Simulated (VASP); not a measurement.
Computed with PBEsol GGA, VASP's PBE PAW potentials (set 64) (plane waves; VASP).

Input for VASP

POSCAR:
```
Y
15.8286810
  0.4045664323   0.0000000000   0.0000000000
  0.2022831846   0.3946712300   0.0000000000
  0.0000000000   0.0000000000   1.0000000000
Y
10
Cart
  0.3347305744   0.0613705869   0.2527060000
  0.1998752174   0.2414267061   0.3076560000
  0.1324471587   0.0268112007   0.3626130000
  0.4021582340   0.2068673199   0.4175640000
  0.5370135622   0.3869234391   0.4725220000
  0.1998750207   0.1723083283   0.5274780000
  0.3347307534   0.3523644475   0.5824290000
  0.4021580373   0.1377489420   0.6373870000
  0.5370137700   0.3178050613   0.6923380000
  0.1998752285   0.1031899505   0.7472940000
```

INCAR:
```
SYSTEM  =  Y
PREC  =  Accurate; ENCUT  =  300; LREAL  =  .False.
LASPH  =  .True.
EDIFF  =  1E-6; NELM  =  100; ALGO  =  Normal
LMAXMIX  =  4
ISMEAR  =  -1; SIGMA  =  0.1
GGA  =  PS
ISIF  =  2
LWAVE  =  .False.; LCHARG  =  .False.
DIPOL  =  0.5 0.5 0.5
LDIPOL  =  .True.; IDIPOL  =  3
```

### KPOINTS
```
Regular mesh
0
Gamma
 5 5 1
0 0 0
```

POTCAR, in this order: Y_sv (PBE.64 set). Program: vasp_std.

### Question
What will the output report for the number of irreducible k-points (NKPTS), largest plane-wave count, number of space-group operations, FFT grid (NGX, NGY, NGZ)?

### Answer

The number of irreducible k-points (NKPTS) comes out as 13 and the largest plane-wave count comes out as 7495. The number of space-group operations is 2 and the FFT grid (NGX, NGY, NGZ) comes out as 36 × 40 × 90.

The cell is a sheet with vacuum, built from a database entry that may be metastable or hypothetical.
